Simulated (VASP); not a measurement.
An input for Quantum ESPRESSO's pw.x (written as the equivalent of a VASP run, and not itself run):

```
&CONTROL
  calculation = 'scf'
  pseudo_dir = './pseudo'
  outdir = './out'
  tprnfor = .true.
  tstress = .true.
/
&SYSTEM
  ibrav = 0
  nat = 2
  ntyp = 2
  ecutwfc = 78
  occupations = 'smearing'
  smearing = 'fermi-dirac'
  degauss = 0.009996
  input_dft = 'pbe'
/
&ELECTRONS
  conv_thr = 7.3e-08
  electron_maxstep = 100
/
ATOMIC_SPECIES
  Sc 44.956 Sc.upf
  S 32.060 S.upf
CELL_PARAMETERS angstrom
     3.1636480    0.0000000    0.0000000
     0.0000000    3.1636480    0.0000000
     0.0000000    0.0000000    3.1636480
ATOMIC_POSITIONS crystal
  Sc   0.0000000  0.0000000  0.0000000
  S    0.5000000  0.5000000  0.5000000
K_POINTS automatic
  10 10 10 0 0 0
```

**Question.** Write the VASP files for the same calculation (PBE).

**Answer.** One answer among several that fit: 
### KPOINTS
```
Automatic mesh
0
Gamma
10 10 10
0 0 0
```

### POSCAR
```
ScS
1
    3.1636480000     0.0000000000     0.0000000000
    0.0000000000     3.1636480000     0.0000000000
    0.0000000000     0.0000000000     3.1636480000
Sc S
1 1
Direct
  0.0000000000   0.0000000000   0.0000000000
  0.5000000000   0.5000000000   0.5000000000
```

**INCAR**
```
SYSTEM = ScS
PREC = Accurate; ENCUT = 300; LREAL = .FALSE.
LASPH = .TRUE.
EDIFF = 1E-6; NELM = 100; ALGO = Normal
LMAXMIX = 4
ISMEAR = -1; SIGMA = 0.136
GGA = PE
ISIF = 2
LWAVE = .FALSE.; LCHARG = .FALSE.
```

POTCAR, in this order: Sc_sv S (PBE.64 set). Program: vasp_std.

The two are equivalent in intent, not identical: the potentials are each code's own (VASP's PAW set, PseudoDojo norm-conserving files in pw.x), so ENCUT and ecutwfc are chosen apart and not converted; conv_thr bounds pw.x's estimated SCF error, while EDIFF bounds the energy change between steps.

The structure was generated: ScS was put into an ordered model structure, which need not be its known phase. The cell was not relaxed at this level.
